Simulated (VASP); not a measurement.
Calculation: PBEsol GGA with spin-orbit coupling, VASP's PBE PAW potentials (set 64) (plane waves; VASP).

A VASP calculation is set up with these files.

KPOINTS:
```
K-points
0
gamma
  9 9 9
0 0 0
```

KPOINTS_OPT:
```
k-points along high-symmetry lines
8
Line-mode
Reciprocal
  0.000000   0.000000   0.000000 ! GAMMA
 -0.500000  -0.500000   0.000000 ! X

 -0.500000  -0.500000   0.000000 ! X
 -0.375000  -0.375000   0.250000 ! U

 -0.375000  -0.000000   0.375000 ! K
  0.000000   0.000000   0.000000 ! GAMMA

  0.000000   0.000000   0.000000 ! GAMMA
 -0.000000  -0.000000   0.500000 ! L

 -0.000000  -0.000000   0.500000 ! L
 -0.500000  -0.250000   0.250000 ! W

 -0.500000  -0.250000   0.250000 ! W
 -0.500000  -0.500000   0.000000 ! X
```

**POSCAR**
```
GaSb
4.3196060
  0.0000000000   0.7071067694   0.7071067694
  0.7071067694   0.0000000000   0.7071067694
  0.7071067694   0.7071067694   0.0000000000
Ga Sb
1 1
Cartesian
  0.0000000000   0.0000000000   0.0000000000
  0.3535533847   0.3535533847   0.3535533847
```

**INCAR**
```
SYSTEM=GaSb
PREC=Accurate; ENCUT=400; LREAL=.FALSE.
LASPH=.TRUE.
EDIFF=1E-6; NELM=100; ALGO=Normal
LMAXMIX=4
ISMEAR=0; SIGMA=0.05
GGA=PS; GGA_COMPAT=.FALSE.
MAGMOM=6*0; LSORBIT=.TRUE.
LWAVE=.FALSE.; LCHARG=.FALSE.
```

POTCAR, in this order: Ga_d Sb (PBE.64 set). Program: vasp_ncl.

The resulting files:

File OUTCAR:
```
 ion  position               nearest neighbor table
   1  0.000  0.000  0.000-   2 2.65   2 2.65   2 2.65   2 2.65
   2  0.250  0.250  0.250-   1 2.65   1 2.65   1 2.65   1 2.65
  LATTYP: Found a face centered cubic cell.
 ALAT       =     6.1088452872
 Subroutine PRICEL returns:
 Original cell was already a primitive cell.
 Subroutine GETGRP returns: Found 24 space group operations
The static configuration has the point symmetry T_d .
The dynamic configuration has the point symmetry T_d .
The overall configuration has the point symmetry T_d .
 Subroutine INISYM returns: Found 24 space group operations
 Subroutine IBZKPT returns following result:
 Found     55 irreducible k-points:

 Following reciprocal coordinates:
            Coordinates               Weight
  0.000000  0.000000  0.000000      1.000000
  0.111111  0.000000  0.000000      4.000000
 -0.111111  0.000000  0.000000      4.000000
  0.222222  0.000000  0.000000      4.000000
 -0.222222  0.000000  0.000000      4.000000
  0.333333  0.000000  0.000000      4.000000
 -0.333333  0.000000  0.000000      4.000000
  0.444444  0.000000  0.000000      4.000000
 -0.444444  0.000000  0.000000      4.000000
  0.111111  0.111111  0.000000      6.000000
  0.222222  0.111111  0.000000     12.000000
 -0.222222 -0.111111  0.000000     12.000000
  0.333333  0.111111  0.000000     12.000000
 -0.333333 -0.111111  0.000000     12.000000
  0.444444  0.111111  0.000000     12.000000
 -0.444444 -0.111111  0.000000     12.000000
 -0.444444  0.111111  0.000000     12.000000
  0.444444 -0.111111  0.000000     12.000000
 -0.333333  0.111111  0.000000     12.000000
  0.333333 -0.111111  0.000000     12.000000
 -0.222222  0.111111  0.000000     12.000000
  0.222222 -0.111111  0.000000     12.000000
 -0.111111  0.111111  0.000000     12.000000
  0.222222  0.222222  0.000000      6.000000
  0.333333  0.222222  0.000000     12.000000
 -0.333333 -0.222222  0.000000     12.000000
  0.444444  0.222222  0.000000     12.000000
 -0.444444 -0.222222  0.000000     12.000000
 -0.444444  0.222222  0.000000     12.000000
  0.444444 -0.222222  0.000000     12.000000
 -0.333333  0.222222  0.000000     12.000000
  0.333333 -0.222222  0.000000     12.000000
 -0.222222  0.222222  0.000000     12.000000
  0.333333  0.333333  0.000000      6.000000
  0.444444  0.333333  0.000000     12.000000
 -0.444444 -0.333333  0.000000     12.000000
 -0.444444  0.333333  0.000000     12.000000
  0.444444 -0.333333  0.000000     12.000000
 -0.333333  0.333333  0.000000     12.000000
  0.444444  0.444444  0.000000      6.000000
   k-points           NKPTS =     55   k-points in BZ     NKDIM =     55   number of bands    NBANDS=     26
   number of dos      NEDOS =    301   number of ions     NIONS =      2
   total plane-waves  NPLWV =  21952
   dimension x,y,z NGX =    28 NGY =   28 NGZ =   28
   dimension x,y,z NGXF=    56 NGYF=   56 NGZF=   56
   ions per type =               1   1
   PREC   = accura    normal or accurate (medium, high low for compatibility)
   ISTART =      0    job   : 0-new  1-cont  2-samecut
   ICHARG =      2    charge: 1-file 2-atom 10-const
   ISPIN  =      1    spin polarized calculation?
   LNONCOLLINEAR =      T non collinear calculations
   LSORBIT =      T    spin-orbit coupling
   INIWAV =      1    electr: 0-lowe 1-rand  2-diag
   ENCUT  =  400.0 eV  29.40 Ry    5.42 a.u.   7.04  7.04  7.04*2*pi/ulx,y,z
   NELM   =    100;   NELMIN=  2; NELMDL= -5     # of ELM steps
   EDIFF  = 0.1E-05   stopping-criterion for ELM
   LREAL  =      F    real-space projection
   NLSPLINE    = F    spline interpolate recip. space projectors
...
```

### OSZICAR
```
       N       E                     dE             d eps       ncg     rms          rms(c)
DAV:   1     0.999231968001E+02    0.99923E+02   -0.72126E+03  2896   0.149E+03
DAV:   2     0.258862662536E+01   -0.97335E+02   -0.94487E+02  3150   0.342E+02
DAV:   3    -0.801217404255E+01   -0.10601E+02   -0.10464E+02  3594   0.104E+02
DAV:   4    -0.831119315355E+01   -0.29902E+00   -0.29796E+00  3186   0.186E+01
DAV:   5    -0.831998393369E+01   -0.87908E-02   -0.87837E-02  3894   0.301E+00    0.359E+00
DAV:   6    -0.824424685982E+01    0.75737E-01   -0.98676E-02  3940   0.611E+00    0.209E+00
DAV:   7    -0.821887099744E+01    0.25376E-01   -0.41650E-02  3318   0.200E+00    0.128E+00
DAV:   8    -0.821749785341E+01    0.13731E-02   -0.59410E-03  3082   0.728E-01    0.249E-01
DAV:   9    -0.821776794395E+01   -0.27009E-03   -0.83623E-04  3496   0.357E-01    0.563E-02
DAV:  10    -0.821790484924E+01   -0.13691E-03   -0.17390E-04  3192   0.124E-01    0.169E-02
DAV:  11    -0.821793701960E+01   -0.32170E-04   -0.38077E-05  3208   0.579E-02    0.805E-03
DAV:  12    -0.821793745627E+01   -0.43667E-06   -0.30876E-06  3264   0.207E-02
   1 F= -.82179375E+01 E0= -.82178988E+01  d E =-.774108E-04  mag=    -0.0000     0.0000    -0.0000
       N       E                     dE             ncg
```

OUTCAR:
```
------------------------ aborting loop because EDIFF is reached ----------------------------------------
  FORCE on cell =-STRESS in cart. coord.  units (eV):
  Direction    XX          YY          ZZ          XY          YZ          ZX
  --------------------------------------------------------------------------------------
  Total        0.0227031      0.0227031      0.0227031      0.0000000      0.0000000      0.0000000
  in kB        0.6382317      0.6382317      0.6382317      0.0000000      0.0000000      0.0000000
  external PRESSURE =       0.6382317 kB  Pullay stress =       0.0000000 kB
  volume of cell :       56.99
      direct lattice vectors                 reciprocal lattice vectors
     0.000000000  3.054422644  3.054422644    -0.163697058  0.163697058  0.163697058
     3.054422644  0.000000000  3.054422644     0.163697058 -0.163697058  0.163697058
     3.054422644  3.054422644  0.000000000     0.163697058  0.163697058 -0.163697058
  FREE ENERGIE OF THE ION-ELECTRON SYSTEM (eV)
  ---------------------------------------------------
  free  energy   TOTEN  =        -8.2179374563 eV

  energy  without entropy=       -8.2178600455  energy(sigma->0) =       -8.21789875

 Ion:    1  E_soc:     -0.0126717

 Ion:    2  E_soc:     -0.1241787
```
(Selected blocks of OUTCAR.)

The compound is GaSb in the zinc blende structure. It was relaxed first.
